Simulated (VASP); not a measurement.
Finite-displacement phonons of C (diamond) against the size of the supercell. All values below come from PBE GGA, VASP's PBE PAW potentials (set 64) (plane waves; VASP).

Negative values stand for imaginary modes; in small cells they may come from force constants cut short.

| supercell | highest frequency on the path (cm⁻¹) | lowest frequency (cm⁻¹) |
|---|---|---|
| 1×1×1 | 1291 | 0 |
| 2×2×2 | 1319 | 0 |
| 3×3×3 | 1312 | 0 |
| 4×4×4 | ___ | ___ |

Task: Some entries are withheld; supply them.

Result: 
- 4×4×4, highest frequency on the path (cm⁻¹): 1311
- 4×4×4, lowest frequency (cm⁻¹): 0

Runs of the series that failed, ran out of time, didn't relax or are held back are left out.

The compound is C in the diamond structure.
